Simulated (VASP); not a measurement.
Here is the system:

```
CELL_PARAMETERS angstrom
      1.31941    -2.28528    -0.03428
      1.31941     2.28528     0.03428
      0.00000     0.06956     4.63744
ATOMIC_POSITIONS crystal
  Zn 0.33333 0.66667 0.25000
  Zn 0.66667 0.33333 0.75000
```

Level of theory: PBEsol GGA, VASP's PBE PAW potentials (set 64) (plane waves; VASP 6.6.1). Run with 480 eV cut-off, 14×14×8 Γ-centred mesh, first-order Methfessel-Paxton smearing of 0.10 eV, potentials Zn.

Problem. Give the stress tensor in GPa (positive for a compressed cell).

Solution. 
```
 0.91   0.00   0.00
 0.00   0.81  -1.61
 0.00  -1.61   0.35
```
The pressure is its mean diagonal, 0.69 GPa.

The compound is Zn in the hcp structure. This cell was strained or had an atom moved on purpose.
